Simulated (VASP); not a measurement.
An input for Quantum ESPRESSO's pw.x (written as the equivalent of a VASP run, and not itself run):

```
&CONTROL
  calculation = 'vc-relax'
  pseudo_dir = './pseudo'
  outdir = './out'
  tprnfor = .true.
  tstress = .true.
  nstep = 60
  forc_conv_thr = 0.00039
/
&SYSTEM
  ibrav = 0
  nat = 2
  ntyp = 2
  ecutwfc = 84
  occupations = 'smearing'
  smearing = 'methfessel-paxton'
  degauss = 0.00735
  input_dft = 'pbesol'
/
&ELECTRONS
  conv_thr = 7.3e-08
  electron_maxstep = 100
/
&IONS
/
&CELL
/
ATOMIC_SPECIES
  V 50.941 V.upf
  S 32.060 S.upf
CELL_PARAMETERS angstrom
     2.8938832    0.0000000   -0.0000000
    -0.0000000    2.8938832   -0.0000000
    -0.0000000   -0.0000000    2.8938832
ATOMIC_POSITIONS crystal
  V    0.0000000  0.0000000  0.0000000
  S    0.5000000  0.5000000  0.5000000
K_POINTS automatic
  11 11 11 0 0 0
```

### Question
Write the VASP files for the same calculation (PBEsol).

### Answer
This is not unique; one that fits is 
**INCAR**
```
! general
SYSTEM  = VS
PREC    = Accurate
ENCUT   = 400
LREAL   = .FALSE.   ! projection in real space or not
LASPH   = .TRUE.   ! aspherical one-centre terms

! electronic loop
EDIFF   = 1E-6   ! SCF stop (eV)
NELM    = 100   ! most electronic steps
ALGO    = Normal
LMAXMIX = 4   ! l cut-off of mixed one-centre charges

! smearing
ISMEAR  = 1   ! Methfessel-Paxton
SIGMA   = 0.1   ! width (eV)

! functional
GGA     = PS   ! PBEsol

! ions
IBRION  = 2
NSW     = 60   ! most ionic steps
ISIF    = 3   ! ions, shape and volume
EDIFFG  = -0.01   ! ionic stop

! output
LWAVE   = .FALSE.
LCHARG  = .FALSE.
```

**POSCAR**
```
VS
1
    2.8938831898     0.0000000000    -0.0000000000
   -0.0000000000     2.8938831898    -0.0000000000
   -0.0000000000    -0.0000000000     2.8938831898
V S
1 1
Direct
  0.0000000000   0.0000000000   0.0000000000
  0.5000000000   0.5000000000   0.5000000000
```

KPOINTS:
```
kpoints
0
Gamma
 11 11 11
```

POTCAR, in this order: V_sv S (PBE.64 set). Program: vasp_std.

What does not carry over: the potentials are each code's own (VASP's PAW set, PseudoDojo norm-conserving files in pw.x), so ENCUT and ecutwfc are chosen apart and not converted; conv_thr bounds pw.x's estimated SCF error, while EDIFF bounds the energy change between steps; forc_conv_thr acts on force components and is met together with etot_conv_thr.

The structure was generated: VS was put into the CsCl type type (Pm-3m), which need not be its known phase. This run relaxes it. Symmetry was kept, so distortions that lower it aren't found. The start is the result of an earlier pass.
